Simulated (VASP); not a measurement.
Output of a VASP run:

OSZICAR:
```
       N       E                     dE             d eps       ncg     rms          rms(c)
DAV:   1     0.459422816740E+01    0.45942E+01   -0.43407E+03  1152   0.976E+02
DAV:   2    -0.214485840980E+02   -0.26043E+02   -0.24939E+02  1624   0.124E+02
DAV:   3    -0.218008820370E+02   -0.35230E+00   -0.35158E+00  1512   0.173E+01
DAV:   4    -0.218014763289E+02   -0.59429E-03   -0.59407E-03  1680   0.626E-01
DAV:   5    -0.218014768876E+02   -0.55872E-06   -0.55871E-06  1552   0.143E-02    0.528E+00
DAV:   6    -0.195776438237E+02    0.22238E+01   -0.23181E+00  1224   0.105E+01    0.282E+00
DAV:   7    -0.193017480273E+02    0.27590E+00   -0.93160E-01  1368   0.628E+00    0.592E-01
DAV:   8    -0.193286597275E+02   -0.26912E-01   -0.23404E-01  1264   0.481E+00    0.473E-01
DAV:   9    -0.194060020628E+02   -0.77342E-01   -0.66134E-02  1152   0.244E+00    0.141E-01
DAV:  10    -0.194058427786E+02    0.15928E-03   -0.61832E-03  1440   0.802E-01    0.445E-02
DAV:  11    -0.194049263628E+02    0.91642E-03   -0.44688E-04  1280   0.274E-01    0.183E-02
DAV:  12    -0.194050251599E+02   -0.98797E-04   -0.30322E-04  1224   0.207E-01    0.111E-02
DAV:  13    -0.194049625757E+02    0.62584E-04   -0.10161E-04  1176   0.118E-01    0.162E-03
DAV:  14    -0.194049613455E+02    0.12302E-05   -0.24864E-06  1784   0.212E-02    0.122E-03
DAV:  15    -0.194049607591E+02    0.58647E-06   -0.17017E-07  1272   0.580E-03    0.735E-04
DAV:  16    -0.194049616096E+02   -0.85053E-06   -0.19708E-07  1232   0.524E-03    0.187E-04
DAV:  17    -0.194049614779E+02    0.13170E-06   -0.11485E-08   624   0.136E-03    0.981E-05
DAV:  18    -0.194049615263E+02   -0.48441E-07   -0.36703E-09   616   0.891E-04
   1 F= -.19404962E+02 E0= -.19405028E+02  d E =0.198347E-03
```

OUTCAR:
```
------------------------ aborting loop because EDIFF is reached ----------------------------------------
  FORCE on cell =-STRESS in cart. coord.  units (eV):
  Direction    XX          YY          ZZ          XY          YZ          ZX
  --------------------------------------------------------------------------------------
  Total       -0.0361578     -0.0361577      0.0423849      0.0000000      0.0000000      0.0000000
  in kB       -2.0316390     -2.0316383      2.3815325      0.0000000      0.0000000      0.0000000
  external PRESSURE =      -0.5605816 kB  Pullay stress =       0.0000000 kB
  volume of cell :       28.51
      direct lattice vectors                 reciprocal lattice vectors
     1.537764726 -2.663486145  0.000000000     0.325147268 -0.187723897  0.000000000
     1.537764726  2.663486145  0.000000000     0.325147268  0.187723897  0.000000000
     0.000000000  0.000000000  3.480928710     0.000000000  0.000000000  0.287279655
 POSITION                                       TOTAL-FORCE (eV/Angst)
 -----------------------------------------------------------------------------------
      0.00000      0.00000      0.00000         0.000000      0.000000      0.000000
      1.53776      0.88783      1.74046        -0.000000      0.000000      0.000000
      1.53776     -0.88783      1.74046         0.000000     -0.000000      0.000000
 -----------------------------------------------------------------------------------
    total drift:                               -0.000000     -0.000000      0.000000
  FREE ENERGIE OF THE ION-ELECTRON SYSTEM (eV)
  ---------------------------------------------------
  free  energy   TOTEN  =       -19.4049615263 eV

  energy  without entropy=      -19.4051598733  energy(sigma->0) =      -19.40502764
```
(Selected blocks of OUTCAR.)

**POSCAR**
```
MgB2
1
    1.5377647260    -2.6634861449    -0.0000000000
    1.5377647260     2.6634861449    -0.0000000000
   -0.0000000000     0.0000000000     3.4809287100
Mg B
1 2
Direct
  0.0000000000   0.0000000000   1.0000000000
  0.3333330000   0.6666670000   0.5000000000
  0.6666670000   0.3333330000   0.5000000000
```

Problem. Write an INCAR and KPOINTS that could have produced this output.

Solution. One answer among several that fit: the input of the run itself, r2SCAN meta-GGA, plane waves, VASP's PBE PAW potentials (set 64).

File KPOINTS:
```
Automatic mesh
0
Gamma
10 10 8
0 0 0
```

INCAR:
```
SYSTEM=MgB2
PREC=Accurate; ENCUT=600; LREAL=.False.
LASPH=.True.
EDIFF=1E-7; NELM=100; ALGO=Normal
LMIXTAU=.True.
ISMEAR=1; SIGMA=0.1
METAGGA=R2SCAN
ISIF=2
LWAVE=.False.; LCHARG=.False.
```

POTCAR, in this order: Mg B (PBE.64 set). Program: vasp_std.

The compound is MgB2 in the AlB2 type structure. It was relaxed first.
